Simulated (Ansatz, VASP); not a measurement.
**Cross-check of In between VASP and Ansatz**

Wanted: the spread between two codes on one cell, functional and k mesh. The cell is taken from a series of runs on this material, whose earlier steps may have relaxed, scaled, displaced or heated it; both programs get it as it stands.

Program: Ansatz 0.2.0. Level of theory: plane waves, with VASP 6.6.1 beside it; relaxation of cell and atoms at PBE. Results are calculated unless marked as measured.

### Step 1. Starting point

Symmetry: I4/mmm, No. 139, tetragonal system. Conventional cell: a = 3.297 Å, b = 3.297 Å, c = 5.072 Å, α = 90.00°, β = 90.00°, γ = 90.00°. In has 12 In at 3.30 to 3.44 Å nearest.

### Step 2. VASP: relaxation of cell and atoms, PBE

The relaxed volume is the usual yardstick between codes: in a stiff, nearly cubic crystal its relative difference is about their pressure difference at one cell divided by the bulk modulus.

Lines of VASP's logs that name or quote its potential files are left out, and so is its time.

Contents of INCAR:

```
SYSTEM = In
PREC = Accurate
ENCUT = 500
EDIFF = 1E-07
NELM = 120
ISMEAR = 1
SIGMA = 0.2
LREAL = .FALSE.
ALGO = Normal
GGA = PE
NBANDS = 12
LORBIT = 11
LWAVE = .FALSE.
LCHARG = .FALSE.
ISIF = 3
IBRION = 2
NSW = 80
EDIFFG = -0.005
LASPH = .TRUE.
GGA_COMPAT = .FALSE.
NELMIN = 4
KPAR = 2
```

Contents of POSCAR:

```
In
1.0
   -1.6483090000      1.6483090000      2.5360310000
    1.6483090000     -1.6483090000      2.5360310000
    1.6483090000      1.6483090000     -2.5360310000
In
1
Direct
    0.0000000000      0.0000000000      0.0000000000
```

Contents of KPOINTS:

```
Automatic mesh
0
Gamma
12 12 12
0 0 0
```

PAW data sets: In_d (PBE family, release 64).

Launch:

```
$ mpirun -np 2 vasp_std
```

Numbers of over 12 decimals in the logs are rounded to 6 here.

The log of the run:

```text
[banner, memory and clock lines left out]
running    2 mpi-ranks, on    1 nodes
 distrk:  each k-point on    1 cores,    2 groups
 distr:  one band on    1 cores,    1 groups

 POSCAR found type information on POSCAR In
 POSCAR found :  1 types and       1 ions
 LDA part: xc-table for (Slater+PW92), standard interpolation
 POSCAR, INCAR and KPOINTS ok, starting setup
 FFT: planning ... GRIDC
 FFT: planning ... GRID_SOFT
 FFT: planning ... GRID
 WAVECAR not read
 entering main loop
       N       E                     dE             d eps       ncg     rms          rms(c)
DAV:   1     0.756835387518E+02    0.75684E+02   -0.60746E+03  3976   0.129E+03
DAV:   2     0.107164739175E+01   -0.74612E+02   -0.72816E+02  4044   0.279E+02
DAV:   3    -0.249682100191E+01   -0.35685E+01   -0.35600E+01  4688   0.625E+01
DAV:   4    -0.257957914389E+01   -0.82758E-01   -0.82737E-01  4932   0.960E+00
DAV:   5    -0.258337190197E+01   -0.37928E-02   -0.37926E-02  5404   0.181E+00    0.205E+00
DAV:   6    -0.256349242219E+01    0.19879E-01   -0.32839E-02  5004   0.360E+00    0.102E+00
DAV:   7    -0.255981434209E+01    0.36781E-02   -0.10587E-02  5080   0.188E+00    0.236E-01
DAV:   8    -0.255962353321E+01    0.19081E-03   -0.84100E-04  5364   0.480E-01    0.310E-02
DAV:   9    -0.255962999559E+01   -0.64624E-05   -0.13033E-05  5468   0.500E-02    0.136E-02
DAV:  10    -0.255963093425E+01   -0.93866E-06   -0.12484E-06  4504   0.110E-02    0.167E-03
DAV:  11    -0.255963090343E+01    0.30820E-07   -0.38583E-08  3404   0.196E-03
   1 F= -.25596309E+01 E0= -.25599629E+01  d E =-.255963E+01
[...]
2 F= -.25596556E+01 E0= -.25599842E+01  d E =-.247066E-04
[...]
3 F= -.25596589E+01 E0= -.25599851E+01  d E =-.279969E-04
[...]
4 F= -.25596687E+01 E0= -.25599856E+01  d E =-.982768E-05
 trial-energy change:   -0.000010  1 .order   -0.000010   -0.000014   -0.000007
 step:   2.1215(harm=  2.1215)  dis= 0.00000  next Energy=    -2.559672 (dE=-0.131E-04)
 bond charge predicted
       N       E                     dE             d eps       ncg     rms          rms(c)
DAV:   1    -0.255976519860E+01   -0.96454E-04   -0.30068E-03  4908   0.672E-01    0.537E-02
DAV:   2    -0.255970174230E+01    0.63456E-04   -0.91295E-05  4684   0.193E-01    0.302E-02
DAV:   3    -0.255967428169E+01    0.27461E-04   -0.37138E-05  5820   0.148E-01    0.100E-02
DAV:   4    -0.255967269058E+01    0.15911E-05   -0.36786E-06  4804   0.306E-02    0.489E-03
DAV:   5    -0.255967245476E+01    0.23582E-06   -0.27594E-07  4972   0.921E-03    0.277E-03
DAV:   6    -0.255967243915E+01    0.15608E-07   -0.34270E-08  2200   0.238E-03
   5 F= -.25596724E+01 E0= -.25599797E+01  d E =-.135388E-04
 curvature:  -1.47 expect dE=-0.498E-06 dE for cont linesearch -0.766E-07
 trial: gam=-0.10958 g(F)=  0.188E-62 g(S)=  0.339E-06 ort = 0.943E-06 (trialstep = 0.131E+01)
 search vector abs. value=  0.337E-06
 reached required accuracy - stopping structural energy minimisation
```

OUTCAR, selected parts (step 2):

```text
ion  position               nearest neighbor table
   1  0.000  0.000  0.000-

  LATTYP: Found a body centered tetragonal cell.
 ALAT       =     3.2966180000
 C/A-ratio  =     1.5385652811

 Subroutine GETGRP returns: Found 16 space group operations
 (whereof 16 operations were pure point group operations)

The static configuration has the point symmetry D_4h.

 Found    163 irreducible k-points:

   k-points           NKPTS =    163   k-points in BZ     NKDIM =    163   number of bands    NBANDS=     12

   dimension x,y,z NGX =    28 NGY =   28 NGZ =   28
   dimension x,y,z NGXF=    56 NGYF=   56 NGZF=   56

   ENCUT  =  500.0 eV  36.75 Ry    6.06 a.u.   6.28  6.28  6.28*2*pi/ulx,y,z

   NELECT =      13.0000    total number of electrons

 k-points in reciprocal lattice and weights: Automatic mesh
   0.00000000  0.00000000  0.00000000       0.001
   0.08333333  0.00000000  0.00000000       0.005
   0.16666667  0.00000000 -0.00000000       0.005
   0.25000000  0.00000000  0.00000000       0.005
   0.33333333  0.00000000  0.00000000       0.005
   0.41666667  0.00000000 -0.00000000       0.005
   0.50000000  0.00000000  0.00000000       0.002
   0.08333333  0.08333333  0.00000000       0.005
   0.16666667  0.08333333 -0.00000000       0.009
[...]
-0.41666667 -0.41666667  0.41666667       0.001
   0.50000000  0.50000000  0.50000000       0.001

 average (electrostatic) potential at core
       1 -94.3410

 E-fermi :   6.9656

 k-point     1 :       0.0000    0.0000    0.0000
  band No.  band energies     occupation
    ...
      2      -7.5856      2.00000
      3      -7.5856      2.00000
      4      -7.5337      2.00000
      5      -7.4241      2.00000
      6      -2.2402      2.00000
      7      17.0543      0.00000
      8      17.0543      0.00000
      9      17.2163      0.00000
     10      18.4571      0.00000
     11      20.4822      0.00000
    ...

 k-point     2 :       0.0833    0.0000    0.0000
  band No.  band energies     occupation
    ...
      2      -7.5869      2.00000
      3      -7.5763      2.00000
      4      -7.5307      2.00000
      5      -7.4283      2.00000
      6      -2.0937      2.00000
      7      15.4269      0.00000
      8      16.7878      0.00000
      9      16.8951      0.00000
     10      18.1993      0.00000
     11      20.6986      0.00000
    ...

 k-point     3 :       0.1667    0.0000   -0.0000
  band No.  band energies     occupation
    ...
      2      -7.5969      2.00000
      3      -7.5556      2.00000
      4      -7.5089      2.00000
      5      -7.4351      2.00000
      6      -1.6505      2.00000
      7      12.6842      0.00000
      8      16.0085      0.00000
      9      16.5655      0.00000
     10      18.0986      0.00000
     11      19.7273      0.00000
    ...

  Total        0.0013790      0.0013790      0.0017927      0.0000000      0.0000000      0.0000000
  in kB        0.0802915      0.0802915      0.1043797      0.0000000      0.0000000      0.0000000
  external PRESSURE =       0.0883209 kB  Pullay stress =       0.0000000 kB

  energy-cutoff  :      500.00
  volume of cell :       27.52
      direct lattice vectors                 reciprocal lattice vectors
    -1.645201022  1.645201022  2.541592227     0.000000000  0.303914229  0.196727073
     1.645201022 -1.645201022  2.541592227     0.303914229  0.000000000  0.196727073
     1.645201022  1.645201022 -2.541592227     0.303914229  0.303914229  0.000000000

 POSITION                                       TOTAL-FORCE (eV/Angst)
 -----------------------------------------------------------------------------------
      0.00000      0.00000      0.00000         0.000000      0.000000      0.000000
 -----------------------------------------------------------------------------------
    total drift:                               -0.000000     -0.000000      0.000000

  FREE ENERGIE OF THE ION-ELECTRON SYSTEM (eV)
  ---------------------------------------------------
  free  energy   TOTEN  =        -2.5596724392 eV

  energy  without entropy=       -2.5605940840  energy(sigma->0) =       -2.55997965

 reached required accuracy - stopping structural energy minimisation

 total charge
# of ion       s       p       d       tot
------------------------------------------
    1        1.006   0.464   9.846  11.316

[... 3 further parts left out ...]
```

CONTCAR:

```
In
   1.00000000000000
    -1.6452010218107247    1.6452010218107247    2.5415922272387363
     1.6452010218107247   -1.6452010218107247    2.5415922272387363
     1.6452010218107247    1.6452010218107247   -2.5415922272387363
  In
     1
Direct
     0.0000000000000000    0.0000000000000000    0.0000000000000000
```

### Step 3. Ansatz: relaxation of cell and atoms, PBE

Ansatz runs on norm-conserving files, of PseudoDojo where its log says so.

The same cell, functional, mesh and smearing now go to Ansatz, which takes its cutoff from its data sets.

Contents of input.yaml:

```yaml
crystal:
  lattice:
    - [-1.6483088458, 1.6483088458, 2.5360313698]
    - [1.6483088458, -1.6483088458, 2.5360313698]
    - [1.6483088458, 1.6483088458, -2.5360313698]
  atoms:
    - { symbol: In, position: [0.0, 0.0, 0.0] }
kpoints:
  mp_grid: { grid: [12, 12, 12] }
hamiltonian:
  xc: pbe
  pseudopotentials: { kind: nc, accuracy: standard }
scf:
  occupations: { method: methfessel_paxton, width: 0.2 }
output:
  forces: true
  stress: true
  eigenvalues: true
relax:
  adjacent_minimum: "off"
  f_tol: 0.001
  max_steps: 60
  cell: { stress_tol: 0.01 }
```

Launch:

```
$ ansatz run input.yaml --threads 4 --pin off --max-ram 10240MiB --backend cpu --events-out ev --progress --plain --runs-dir out
```

The log of the run:

```text
Engine: ansatz 0.2.0, aarch64-unknown-linux-gnu
Pseudopotentials: kind: nc
Pseudopotential: In, nc, valence charge 13, recommended cutoff 952.398519 eV (normal), In.nc.azcp (PseudoDojo's, or run here from an input of PseudoDojo's; its table is named by hamiltonian.pseudopotentials.accuracy)
Functional definition: PBE
  parameter kappa = 0.804
  parameter beta = 0.066725
  exchange = pbe_x(kappa = kappa, mu = beta*pi^2/3)
  correlation = pbe_c(beta = beta)
Crystal: 1 atoms, lattice volume = 27.561 Å³
Basis set: ecut = 952.398519 eV, 1873 PW (Γ), exchange–correlation on 72×72×72 points (8 copies of the dense FFT grid, shifted against one another)
Bands: 11, of which v1, the nominal top of the filled ones, is band 7 counted from 1 (6 counted from 0)
Symmetry: 16 space group operations
Space group: I4/mmm (ITA 139), of the structure as read, at distance tolerance 3.0e-5 Å
k-points: 163 of 1728
Non-local potential: In, projectors of the file, l = 0: 2, l = 1: 2, l = 2: 2
Initial density: superposition of atomic densities (chi_scale 0.1, normalization cell)
Initial wavefunctions: pseudopotential atomic-orbital guess
Functional: x = pbe(κ = 0.804, μ = 0.219515), c = pbe(β = 0.066725)
SCF iter   1: F=—  HF=-1808.286403 eV  |F-HF|=—  |Δ(HF+E_count)|=         —  Δρ=1.40e-2  dr2=7.86e-2  ethr=3.10e-3  ⟨swp⟩=5.6  Hψ=11945  notcnv=0
preconditioner: auto → none  [metal: Δε(μ)=0.009 eV  Ē_g=19.117 eV  σ=0.200 eV  W_gap=0.04  n_scr=8 (ndim 8)  ℏωp=25.5 eV  f_vac=0.000  D(μ)=0.39/eV (n_scr^D=0)  sad-step TF]
SCF iter   2: F=—  HF=-1808.267704 eV  |F-HF|=—  |Δ(HF+E_count)|=   1.87e-2  S|Δr|=    0.00e0  Δρ=8.32e-3  dr2=2.82e-2  ethr=6.05e-4  ⟨swp⟩=1.1  Hψ=3111  notcnv=0
SCF iter   3: F=—  HF=-1808.260389 eV  |F-HF|=—  |Δ(HF+E_count)|=   7.32e-3  S|Δr|=    0.00e0  Δρ=1.28e-3  dr2=2.80e-4  ethr=2.17e-4  ⟨swp⟩=2.8  Hψ=2962  notcnv=0  defer=4
SCF iter   4: F=—  HF=-1808.260410 eV  |F-HF|=—  |Δ(HF+E_count)|=   2.11e-5  S|Δr|=    0.00e0  Δρ=2.46e-4  dr2=7.95e-6  ethr=2.16e-6  ⟨swp⟩=2.7  Hψ=3435  notcnv=0
SCF iter   5: F=—  HF=-1808.260411 eV  |F-HF|=—  |Δ(HF+E_count)|=   5.07e-7  S|Δr|=    0.00e0  Δρ=5.43e-5  dr2=3.36e-7  ethr=6.11e-8  ⟨swp⟩=3.7  Hψ=3854  notcnv=0
SCF iter   6: F=-1808.260410 eV  HF=-1808.260410 eV  |F-HF|=5.21e-9  |Δ(HF+E_count)|=   1.04e-7  S|Δr|=    0.00e0  Δρ=7.36e-6  dr2=6.51e-9  ethr=7.69e-10  ⟨swp⟩=11.5  Hψ=12548  notcnv=0
SCF 1 converged in 6 iterations: F = -1808.260410 eV  dr2 = 6.51e-9
relax step   1: F+E_penalty+E_count = -1808.26041047 eV  Δ(F+E_penalty+E_count) = +0.000e0 eV  max|allowed force component| = 0.000e0 eV/Å  Δτ_max = 0.0000 Å  P = -0.075 GPa  Ω = 27.561 Å³  (6 SCF iters, dr2 threshold 1.00e-7 eV, accepted)
[...]
relax step   2: F+E_penalty+E_count = -1808.26044735 eV  Δ(F+E_penalty+E_count) = -3.688e-5 eV  max|allowed force component| = 0.000e0 eV/Å  Δτ_max = 0.0000 Å  P = -0.008 GPa  Ω = 27.514 Å³  energy of the carried Pulay correction = +2.547e-6 eV  (3 SCF iters, dr2 threshold 3.77e-8 eV, accepted)
[...]
relax step   3: F+E_penalty+E_count = -1808.26045747 eV  Δ(F+E_penalty+E_count) = -1.012e-5 eV  max|allowed force component| = 0.000e0 eV/Å  Δτ_max = 0.0000 Å  P = +0.011 GPa  Ω = 27.504 Å³  energy of the carried Pulay correction = +3.066e-6 eV  (3 SCF iters, dr2 threshold 4.73e-9 eV, accepted)
[...]
relax step   4: F+E_penalty+E_count = -1808.26045759 eV  Δ(F+E_penalty+E_count) = -1.130e-7 eV  max|allowed force component| = 0.000e0 eV/Å  Δτ_max = 0.0000 Å  P = -0.001 GPa  Ω = 27.514 Å³  energy of the carried Pulay correction = +2.502e-6 eV  (3 SCF iters, dr2 threshold 1.00e-9 eV, accepted)
[...]
relax step   5: F+E_penalty+E_count = -1808.26045563 eV  Δ(F+E_penalty+E_count) = +1.956e-6 eV  max|allowed force component| = 0.000e0 eV/Å  Δτ_max = 0.0000 Å  P = -0.002 GPa  Ω = 27.514 Å³  stress off target by 2.70e-3 GPa  SCF on the basis re-selected at this cell (its energy is not comparable with the rows above)  (4 SCF iters)
basis re-selected at this cell: Δ(F+E_penalty+E_count) = +1.956e-6 eV, ΔP = -0.001 GPa vs the last step (what re-selecting the basis moved, of the pressure what is left beyond the Pulay correction that the steps carried, after the strain that the cell walked since its last selection, with what the two solves' SCF thresholds leave and, on support functions, any second-order correction that the steps lacked; it is no measure of the basis error at this ecutwfc). This SCF's stress stands 2.70e-3 GPa from its target on what of the cell is left free (relax.cell.stress_tol is 1.00e-2 GPa) and its largest allowed force component is 0.00e0 eV/Å (relax.f_tol is 1.00e-3 eV/Å): [rest of the remark cut]
SCF converged after 4 iterations
Stability not checked: this state was not tested for a lower state beside it, because cold or Methfessel-Paxton smearing, or corrected tetrahedra, fill the levels in a way that the test cannot read (fill_not_monotonic; see scf.lower_state_search)
Free energy (F): -1808.260456 eV
Harris-Foulkes:  -1808.260456 eV  (|F-HF|=6.82e-13)
Internal energy: -1808.261383 eV  (E = F + TS)
E sigma→0 (E₀):  -1808.260687 eV
Entropy (-TS):   0.000927 eV (0.927 meV/atom)
Fermi energy:    9.836419 eV
--- Per-component energies (eV) ---
  E_band       = -28.471237
  E_kinetic    = 1137.552222
  E_local      = -1219.741461  (includes V_loc(G=0)·N_el)
  E_nonlocal   = -402.598209
  E_hartree    = 385.393759
  E_xc         = -544.973089
  E_vxc        = -314.471310  (∫ρ·V_xc dr)
  E_ewald      = -1163.894605
  E_smearing   = 0.000927  (= −TS)
  E_closure    = -0.000000  (closes the sum)
  Σ components = -1808.260456   (vs F -1808.260456, Δ=0.00e0)
--- Forces (eV/Å), atoms counted from 1 ---
  atom   1  In    -0.00000000    -0.00000000    -0.00000000
  max |Σ_I F_I| component: 9.86e-32 eV/Å
--- Stress (GPa, compression-positive) ---
       -0.002701      -0.000000      -0.000000
       -0.000000      -0.002701       0.000000
       -0.000000       0.000000       0.000442
  P = ⅓ Tr σ = -0.0017 GPa (-0.017 kbar)
--- Band table (eV; the first three rows and the last of 163) ---
  k-point 0: bands = [... 3 lower, -4.6833, -4.5805, 0.6279, 19.9324, 19.9324, 20.0808, 21.5391, 23.3410]
  k-point 1: bands = [... 3 lower, -4.6757, -4.5918, 0.8340, 18.7703, 18.9870, 19.1909, 20.5341, 24.5791]
  k-point 2: bands = [... 3 lower, -4.6744, -4.6078, 1.4571, 16.9845, 17.2875, 17.7586, 19.2495, 21.9065]
  k-point 162: bands = [... 3 lower, -4.4683, -4.4683, 6.6886, 7.2668, 14.5901, 14.5901, 17.8896, 17.9238]
--- Relaxed structure (4 steps of the walk, 4 accepted, 1 SCFs on fresh bases) ---
  F+E_penalty+E_count = -1808.26045563 eV   max|allowed force component| = 0.000e0 eV/Å   (the final SCF, on the basis selected at the relaxed cell)
  cell:  # Å, volume = 27.5140 Å³
    - [-1.645180, 1.645180, 2.541365]
    - [1.645180, -1.645180, 2.541365]
    - [1.645180, 1.645180, -2.541365]
  atoms:
    - { symbol: In, position: [0.0, 0.0, 0.0] }
```

The column dr2 measures how far the density is from self-consistency, as an energy; F and HF (Harris–Foulkes) agree once it is small.

### Step 4. Differences

Known differences besides the potentials themselves: the cutoff is 952.399 eV in Ansatz and 500 eV in VASP; Ansatz adds a Pulay correction to the stress that steers its cell, VASP none. Total energies have different zeros and are not compared.

Compared:

```csv
quantity,Ansatz,VASP,difference
volume (Å³),27.51,27.52,-0.01 %
"edge a after relaxation, in the typed setting (Å)",3.446,3.446,-0.01 %
```

### Step 5. Summary of results

| Quantity | Value |
| --- | --- |
| difference in volume (relaxation of cell and atoms, PBE) | -0.012 % |

What this shows: The difference in volume is -0.012 % (relaxation of cell and atoms, PBE), within the 1.2 % picked in this series as the mark of a large difference, as far as the stopping tolerances let one tell. 3 further runs of this series are not shown here. Such differences can come from data sets, numerical settings and the points named under the comparisons, not from the functional's error against experiment.

[Lines on the potential files, build, host, timing and source positions are cut from VASP's logs without a mark.]

[Logs are printed without paths, hosts, clocks, repeated set-up lines and the standing remarks that a program may print on its own settings, such as how far it seeks lower states.]

[Hosts, paths, dates, database ids (printed as entryN), source tags and the programs' standing remarks are cut or masked in the printed files.]
